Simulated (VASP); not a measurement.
Data:

```
CELL_PARAMETERS angstrom
      0.00000     2.76981     2.76981
      2.76981     0.00000     2.76981
      2.76981     2.76981     0.00000
ATOMIC_POSITIONS crystal
  Si 0.00000 0.00000 0.00000
  Si 0.25000 0.25000 0.25000
```

Computed with PBE GGA, VASP's PBE PAW potentials (set 64) (plane waves; VASP). Settings: 400 eV cut-off, KSPACING 0.6 per Å, Gaussian smearing of 0.050 eV, potentials Si.

Q: Give the stress tensor in GPa (positive for a compressed cell).

A: 
```
-2.70   0.00   0.00
 0.00  -2.70   0.00
 0.00   0.00  -2.70
```
The pressure is its mean diagonal, -2.70 GPa.

The compound is Si in the diamond structure. The cell was not relaxed at this level. The run is one of a series of settings (KGAMMA = .TRUE., KSPACING = 0.6, KPOINTS file removed against the base run), some of them coarse on purpose.
